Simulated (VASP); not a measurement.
Here is the system:

```xyz
14
Lattice="4.3721 -2.7641 -0.0232 4.3721 2.7641 -0.0232 -0.5781 0.0000 7.3102" Properties=species:S:1:pos:R:3 pbc="T T T"
In     4.3721    -2.7641    -0.0232
Ag     2.7762     0.0000     2.3976
Ag     5.3899     0.0000     4.8663
Ag     4.0830    -2.7641     3.6319
P      5.6687     0.0000     1.4870
P      2.4973     0.0000     5.7769
O      1.7543     0.0000     4.4334
O      6.4117     0.0000     2.8305
O      6.6328     0.0000     0.3120
O      1.5333     0.0000     6.9519
O      3.4283     1.2445     5.8035
O      4.7377    -1.2445     1.4604
O      4.7377     1.2445     1.4604
O      3.4283    -1.2445     5.8035
```

Level of theory: r2SCAN meta-GGA, VASP's PBE PAW potentials (set 64) (plane waves; VASP). Run with LREAL = Auto, 520 eV cut-off, 6×6×4 Γ-centred mesh, tetrahedra with Blöchl corrections, potentials In_d Ag P O.

The path is coarsely sampled, so an indirect gap can come out somewhat too large. Unless said otherwise, spin-orbit coupling is left out, though it shifts the bands of the heavy elements here.

**Question.** Tabulate the total density of states (states/eV per cell) against energy (eV; zero at the valence-band maximum or, without a gap, the Fermi level).

**Answer.** 
```
E (eV) | DOS (states/eV)
    -9.97 |  0.04
    -9.73 | ## 1.37
    -9.49 | ## 1.52
    -9.25 | ### 1.83
    -8.89 | ###### 3.90
    -8.65 | ####### 4.92
    -8.41 |  0.19
    -8.17 |  0.00
    -7.93 |  0.00
    -7.69 | ##### 3.42
    -7.45 | ##### 3.13
    -7.21 | #### 2.43
    -6.85 | ############### 10.0
    -6.61 | ############ 8.39
    -6.37 | ################# 11.8
    -6.13 | ############## 9.46
    -5.89 | ########## 6.57
    -5.65 |  0.14
    -5.41 |  0.00
    -5.05 | ## 1.22
    -4.81 | ################### 12.7
    -4.57 | ############### 10.2
    -4.33 | ############### 9.88
    -4.09 | ################### 12.9
    -3.85 | ############# 8.81
    -3.61 | ############### 9.98
    -3.25 | ########### 7.28
    -3.01 | ##### 3.18
    -2.77 | ######################## 16.4
    -2.53 | #################### 13.7
    -2.29 | ################## 12.5
    -2.05 | ####################### 15.7
    -1.81 | ############################## 20.4
    -1.57 | ######################## 16.1
    -1.21 | ################### 13.1
    -0.97 | ########################### 18.4
    -0.73 | ############################## 20.1
    -0.49 |  0.02
    -0.25 | ###### 4.26
    -0.01 | ## 1.66
     0.23 |  0.00
     0.59 |  0.00
     0.83 |  0.00
     1.07 |  0.00
     1.31 |  0.00
     1.55 |  0.00
     1.79 |  0.01
     2.03 |  0.13
     2.39 | # 0.42
     2.63 | # 0.61
     2.87 | # 0.86
     3.11 | # 1.00
     3.35 | ## 1.21
     3.59 | ## 1.63
     3.83 | ## 1.42
     4.07 | ## 1.57
     4.43 | ## 1.07
     4.67 | ##### 3.50
     4.91 | #### 3.05
     5.15 | ########## 6.48
```
Within 2 eV below the valence-band maximum the largest weight inside VASP's projection spheres is Ag d, then O p.

The structure comes from a computed database's Ag3InO8P2 entry (C2/m); how it stands against other phases isn't given here. It was relaxed first.
